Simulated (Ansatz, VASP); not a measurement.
# SiO2 (Stishovite): VASP beside Ansatz

Wanted: the spread between two codes on one cell, functional and k mesh. The cell is taken from a series of runs on this material, whose earlier steps may have relaxed, scaled, displaced or heated it; both programs get it as it stands.

Program: Ansatz 0.2.0. Level of theory: plane waves, with VASP 6.6.1 beside it; single point at HSE06. Results are calculated unless marked as measured.

## 1. The structure

Symmetry: Pnnm, No. 58, orthorhombic system. Conventional cell: a = 4.177 Å, b = 4.261 Å, c = 2.665 Å, α = 90.00°, β = 90.00°, γ = 90.00°. Si has 6 O at 1.76 to 1.83 Å nearest. Nearest to O lie 3 Si at 1.76 to 1.83 Å. Farther neighbours and most contacts between anions are not listed.

As a file:

```cif
data_structure
_symmetry_space_group_name_H-M 'Pnnm'
_symmetry_Int_Tables_number 58
_cell_length_a 4.1773
_cell_length_b 4.2608
_cell_length_c 2.6652
_cell_angle_alpha 90.000
_cell_angle_beta 90.000
_cell_angle_gamma 90.000
_cell_volume 47.44
loop_
_atom_site_label
_atom_site_type_symbol
_atom_site_symmetry_multiplicity
_atom_site_Wyckoff_symbol
_atom_site_fract_x
_atom_site_fract_y
_atom_site_fract_z
_atom_site_occupancy
Si1 Si 2 a 0.00000 0.00000 0.00000 1
O1 O 4 g 0.30238 0.31059 0.00000 1
```

## 2. Ansatz: single point, HSE06

Ansatz runs on its PAW soft_1 files.

A single point gives forces, pressure and levels at one fixed geometry, so differences don't come from the geometry; what else differs is listed under the comparison.

Contents of input.yaml:

```yaml
crystal:
  lattice:
    - [4.260846, 0.0, 0.0]
    - [0.0, 4.1773, 0.0]
    - [0.0, 0.0, 2.6652]
  atoms:
    - { symbol: Si, position: [0.0, 0.0, 0.0] }
    - { symbol: Si, position: [0.5, 0.5, 0.5] }
    - { symbol: O, position: [0.3105936155, 0.3023795066, 0.0] }
    - { symbol: O, position: [0.1894063845, 0.8023795066, 0.5] }
    - { symbol: O, position: [0.6894063845, 0.6976204934, 0.0] }
    - { symbol: O, position: [0.8105936155, 0.1976204934, 0.5] }
kpoints:
  mp_grid: { grid: [4, 4, 6] }
  band_path:
    path:
      - [0.0, 0.0, 0.0]
      - [0.0, 0.5, 0.0]
      - [0.5, 0.5, 0.0]
      - [0.0, 0.0, 0.5]
      - [0.0, 0.5, 0.5]
      - [0.5, 0.5, 0.5]
    npoints: 1
hamiltonian:
  xc: hse06
  pseudopotentials: { kind: paw, azcp: { folder: soft_1 } }
scf:
  occupations: { method: fixed }
  n_extra_bands: 6
output:
  eigenvalues: true
```

Run with:

```console
> ansatz run input.yaml --threads 3 --pin off --max-ram 92160MiB --backend cuda --events-out ev --progress --plain --runs-dir out --devices 1 --max-vram 13GiB
```

Numbers of over 12 decimals in the logs are rounded to 6 here.

The log of the run:

```text
scf.n_extra_bands = 6 over 16 filled bands (N_el = 32.0): the run solves 22 bands
GPUs: using 1 of 1 available (devices: 1).
Engine: ansatz 0.2.0, x86_64-unknown-linux-gnu
Pseudopotentials: kind: paw
Pseudopotential: Si, paw, valence charge 4, recommended cutoff 420 eV (normal), soft_1/Si.paw.azcp
Pseudopotential: O, paw, valence charge 6, recommended cutoff 420 eV (normal), soft_1/O.paw.azcp
Functional definition: HSE06
  parameter a = 0.25
  parameter omega = 0.11/bohr
  exchange = pbe_x - a*pbe_x_sr(omega) + a*exact_x_sr(omega)
  correlation = pbe_c
davidson cushion auto → on  (no smearing: the cushion is to keep the highest requested band from converging to the state above it; pin scf.eigensolver.cushion to override)
device memory: the entry about to start is reckoned to put 0.9 GiB on a device that reports 41.7 GiB free (of which the cap on the GPU budget leaves the run 13.0 GiB)
GPU FFT provider: cuFFT
GPU libraries: cuBLAS 13.8.2, cuFFT 12.4.0, cuSOLVER 12.3.4
Crystal: 6 atoms, lattice volume = 47.437 Å³
Basis set: ecut = 420 eV, 927 PW (Γ)
Bands: 22, of which v1, the nominal top of the filled ones, is band 16 counted from 1 (15 counted from 0)
Symmetry: 8 space group operations
Space group: Pnnm (ITA 58), of the structure as read, at distance tolerance 3.6e-5 Å
k-points: 36 of 96
Non-local potential: Si, projectors of the file, l = 0: 2, l = 1: 2, l = 2: 1
Non-local potential: O, projectors of the file, l = 0: 2, l = 1: 2, l = 2: 1
PAW form: soft (Blöchl's): semilocal exchange-correlation on the pseudo side does not see the compensation charge
PAW frozen core: Si, regenerated for the run's functional, and the local potential with it (the file was generated under x = pbe(κ = 0.804, μ = 0.219515), c = pbe(β = 0.066725))
PAW frozen core: O, regenerated for the run's functional, and the local potential with it (the file was generated under x = pbe(κ = 0.804, μ = 0.219515), c = pbe(β = 0.066725))
PAW one-centre angular grid: Si, 110 points (default); XC on 64 Gauss nodes
PAW one-centre angular grid: O, 110 points (default); XC on 96 Gauss nodes
Initial density: superposition of atomic densities (chi_scale 0.1, normalization cell, long waves kept (reshape's long-wave potential 0.00 eV rms))
Initial wavefunctions: pseudopotential atomic-orbital guess
GPU buffer pool allocated for 16200 grid points (all kernels)
GPU transforms: local potential and band sums: pruned to the plane-wave sphere, on 30×27×18
Functional: x = pbe(κ = 0.804, μ = 0.219515), c = pbe(β = 0.066725), warm-up for x = pbe(κ = 0.804, μ = 0.219515) + 0.25 (exact − pbe) at short range (hse, ω = 0.207870 Å⁻¹), c = pbe(β = 0.066725); HSE06 as pw.x's `hse` composes it (authors' and Libxc's form: `xc: wpbeh`)
SCF iter   1: F=—  HF=-3549.177514 eV  |F-HF|=—  |Δ(HF+E_count)|=         —  Δρ=1.46e-1  dr2=8.21e0  ethr=1.00e-1  ⟨swp⟩=5.4  Hψ=2875  notcnv=0
preconditioner: auto → none  [insulator: Δε(μ)=6.496 eV  Ē_g=19.457 eV  n_scr=10 (ndim 8)  ℏωp=30.5 eV  f_vac=0.000]
iter 2 solved again at ethr=2.31e-3 eV; its pass at ethr=2.57e-2 eV (dr2=7.40e-1 eV) is discarded
SCF iter   2: F=—  HF=-3547.154535 eV  |F-HF|=—  |Δ(HF+E_count)|=    2.02e0  Δρ=6.52e-2  dr2=7.42e-1  ethr=2.31e-3  ⟨swp⟩=2.9  Hψ=4065  notcnv=0  defer=2
SCF iter   3: F=—  HF=-3546.999541 eV  |F-HF|=—  |Δ(HF+E_count)|=   1.55e-1  Δρ=2.38e-2  dr2=8.99e-2  ethr=2.31e-3  ⟨swp⟩=3.0  Hψ=1853  notcnv=0  defer=1
SCF iter   4: F=—  HF=-3547.036582 eV  |F-HF|=—  |Δ(HF+E_count)|=   3.70e-2  Δρ=3.19e-3  dr2=4.28e-3  ethr=2.81e-4  ⟨swp⟩=3.3  Hψ=2023  notcnv=0  defer=1
SCF iter   5: F=-3547.035706 eV  HF=-3547.035705 eV  |F-HF|=1.26e-6  |Δ(HF+E_count)|=   8.77e-4  Δρ=2.32e-4  dr2=6.55e-6  ethr=1.34e-5  ⟨swp⟩=3.8  Hψ=2295  notcnv=0  defer=5
SCF 1 stopped early in 5 iterations: F = -3547.035706 eV  dr2 = 6.55e-6
  greatest PAW one-centre occupation: 0.859 electrons in one spin orbital (limit 2), on the O atom at site 3 (counted from 0), in its partial waves of l = 0
device memory: the entry about to start is reckoned to put 1.5 GiB (of the 1.5 GiB reckoned in all, the device holds 0.1 GiB already) on a device that reports 41.7 GiB free (of which the cap on the GPU budget leaves the run 12.9 GiB)
GPU FFT provider: cuFFT
GPU libraries: cuBLAS 13.8.2, cuFFT 12.4.0, cuSOLVER 12.3.4
Initial density: handed on by an earlier stage of this run
Initial wavefunctions: those handed on with the density
GPU buffer pool allocated for 16200 grid points (all kernels)
GPU transforms: local potential and band sums: pruned to the plane-wave sphere, on 30×27×18
Functional: x = pbe(κ = 0.804, μ = 0.219515) + 0.25 (exact − pbe) at short range (hse, ω = 0.207870 Å⁻¹), c = pbe(β = 0.066725); HSE06 as pw.x's `hse` composes it (authors' and Libxc's form: `xc: wpbeh`)
Exchange kernel: α = 0.2500, screened, ω = 0.2079 Å⁻¹, Wigner–Seitz truncation, v(0) = 1037.5377 eV·Å³, q-mesh 4×4×6, nearest image of the exchange supercell L = 15.99 Å, pair-density grid 30×30×18, without the augmentation charges, whose exchange is taken in its separable form by FFT convolution over the k-point mesh (the finest that the files' search goes to), smooth part of the exact exchange by density-matrix convolution in up to 1.43 GiB of GPU memory as planned if the GPU has room (build and FFT work areas not counted)
Frozen-core exchange: fock
SCF iter   1: F=—  HF=-3547.822046 eV  |F-HF|=—  |Δ(HF+E_count)|=         —  Δρ=9.28e-3  dr2=2.54e-2  ethr=2.05e-7  ⟨swp⟩=9.3  Hψ=5154  notcnv=0
preconditioner: auto → none  [insulator: Δε(μ)=7.481 eV  Ē_g=21.295 eV  n_scr=10 (ndim 8)  ℏωp=30.5 eV  f_vac=0.000]
SCF iter   2: F=—  HF=-3547.812639 eV  |F-HF|=—  |Δ(HF+E_count)|=   9.41e-3  Δρ=3.45e-3  dr2=7.42e-3  ethr=2.05e-7  ⟨swp⟩=5.8  Hψ=3499  notcnv=0
SCF iter   3: F=—  HF=-3547.810698 eV  |F-HF|=—  |Δ(HF+E_count)|=   1.94e-3  Δρ=1.09e-3  dr2=1.17e-3  ethr=2.05e-7  ⟨swp⟩=5.1  Hψ=3600  notcnv=0
SCF iter   4: F=—  HF=-3547.820607 eV  |F-HF|=—  |Δ(HF+E_count)|=   9.91e-3  Δρ=6.87e-4  dr2=1.26e-4  ethr=2.05e-7  ⟨swp⟩=5.1  Hψ=3424  notcnv=0
SCF iter   5: F=—  HF=-3547.820571 eV  |F-HF|=—  |Δ(HF+E_count)|=   3.56e-5  Δρ=9.27e-5  dr2=1.69e-5  ethr=2.05e-7  ⟨swp⟩=3.1  Hψ=2041  notcnv=0
SCF iter   6: F=—  HF=-3547.820706 eV  |F-HF|=—  |Δ(HF+E_count)|=   1.35e-4  Δρ=1.79e-4  dr2=1.36e-5  ethr=4.85e-9  ⟨swp⟩=5.6  Hψ=3293  notcnv=0  defer=2
SCF iter   7: F=-3547.820702 eV  HF=-3547.820702 eV  |F-HF|=7.41e-8  |Δ(HF+E_count)|=   4.57e-6  Δρ=1.51e-5  dr2=3.80e-7  ethr=4.85e-9  ⟨swp⟩=4.0  Hψ=2985  notcnv=0
SCF 2 stopped early in 7 iterations: F = -3547.820702 eV  dr2 = 3.80e-7
  greatest PAW one-centre occupation: 0.862 electrons in one spin orbital (limit 2), on the O atom at site 5 (counted from 0), in its partial waves of l = 0
hybrid outer 1: dexx = +1.123e-2 eV, tail = 1.52e-5 eV
GPU FFT provider: cuFFT
GPU libraries: cuBLAS 13.8.2, cuFFT 12.4.0, cuSOLVER 12.3.4
GPU buffer pool allocated for 16200 grid points (all kernels)
GPU transforms: local potential and band sums: pruned to the plane-wave sphere, on 30×27×18
Exchange kernel: α = 0.2500, screened, ω = 0.2079 Å⁻¹, Wigner–Seitz truncation, v(0) = 1037.5377 eV·Å³, q-mesh 4×4×6, nearest image of the exchange supercell L = 15.99 Å, pair-density grid 30×30×18, without the augmentation charges, whose exchange is taken in its separable form by FFT convolution over the k-point mesh (the finest that the files' search goes to), smooth part of the exact exchange by density-matrix convolution in up to 1.43 GiB of GPU memory as planned if the GPU has room (build and FFT work areas not counted)
Frozen-core exchange: fock
SCF iter   1: F=—  HF=-3547.820775 eV  |F-HF|=—  |Δ(HF+E_count)|=         —  Δρ=3.70e-5  dr2=2.38e-7  ethr=2.37e-7  ⟨swp⟩=3.6  Hψ=2036  notcnv=0
preconditioner: auto → none  [insulator: Δε(μ)=7.451 eV  Ē_g=21.271 eV  n_scr=10 (ndim 8)  ℏωp=30.5 eV  f_vac=0.000]
SCF iter   2: F=—  HF=-3547.820775 eV  |F-HF|=—  |Δ(HF+E_count)|=   2.63e-7  Δρ=2.19e-5  dr2=1.22e-7  ethr=6.94e-10  ⟨swp⟩=4.9  Hψ=3071  notcnv=0
SCF iter   3: F=-3547.820775 eV  HF=-3547.820775 eV  |F-HF|=2.33e-8  |Δ(HF+E_count)|=   9.82e-9  Δρ=1.11e-5  dr2=4.06e-8  ethr=3.30e-10  ⟨swp⟩=3.4  Hψ=2482  notcnv=0
SCF 3 converged in 3 iterations: F = -3547.820775 eV  dr2 = 4.06e-8
hybrid outer 2: dexx = +1.481e-7 eV, tail = 9.01e-8 eV, Δε = 1.55e-3 eV (about 1.34e-4 eV left of the loop's levels)
device memory: the entry about to start is reckoned to put 0.3 GiB on a device that reports 41.5 GiB free (of which the cap on the GPU budget leaves the run 13.0 GiB)
NSCF: frozen V_eff on 6 k-points
hybrid SCF converged: 2 outer / 10 inner (+5 warm-up), last move |dexx| = 1.48e-7 eV, tail = 9.01e-8 eV
Stability not checked: this state was not tested for a lower state beside it, because the functional holds exact exchange (a hybrid, or Hartree-Fock), whose exchange loop this test does not read (fock_operator; see scf.lower_state_search)
Free energy (F): -3547.820775 eV
Frozen-core exchange: fock
Harris-Foulkes:  -3547.820775 eV  (|F-HF|=2.33e-8)
Internal energy: -3547.820775 eV  (E = F + TS)
E sigma→0 (E₀):  -3547.820775 eV
Fermi energy:    8.831350 eV
--- Per-component energies (eV) ---
  E_band       = -1.473742
  E_kinetic    = 789.768550
  E_local      = -1216.459026  (includes V_loc(G=0)·N_el)
  E_nonlocal   = 243.104099
  E_hartree    = 447.218359
  E_xc         = -325.977628
  E_vxc        = -375.024767  (∫ρ·V_xc dr)
  E_exx        = -92.536007  (= α·E_x^exact, valence–valence)
  E_paw        = -1665.268007  (= ΣΔE_a)
  E_vpaw       = -152.236847  (= ΣTr[D̂ρ^β])
  E_aug_tail   = 0.003171  (compensation charges beyond the density's cutoff)
  E_ewald      = -1727.449415
  E_core_change = -0.224872  (= ΣΔE_core)
  E_smearing   = -0.000000  (= −TS)
  E_closure    = 0.000000  (closes the sum)
  Σ components = -3547.820775   (vs F -3547.820775, Δ=0.00e0)
--- Band table (eV; the first three rows and the last of 36) ---
  k-point 0: bands = [... 12 lower, 6.4755, 7.9695, 8.0963, 8.8313, 16.2820, 17.6703, 19.3555, 19.5837, ... 2 higher]
  k-point 1: bands = [... 12 lower, 5.2666, 7.6914, 7.8022, 8.4959, 17.4964, 19.5655, 20.8904, 21.1182, ... 2 higher]
  k-point 2: bands = [... 12 lower, 4.0324, 6.8281, 6.9174, 7.4133, 18.8169, 21.4354, 21.7026, 23.2438, ... 2 higher]
  k-point 35: bands = [... 12 lower, 7.0337, 7.0337, 7.2291, 7.2291, 17.9761, 17.9761, 21.7917, 21.7917, ... 2 higher]
```

(Part 1 of 2 ends here.)

[Lines on the potential files, build, host, timing and source positions are cut from VASP's logs without a mark.]

[Logs are printed without paths, hosts, clocks, repeated set-up lines and the standing remarks that a program may print on its own settings, such as how far it seeks lower states.]

[Hosts, paths, dates, database ids (printed as entryN), source tags and the programs' standing remarks are cut or masked in the printed files.]
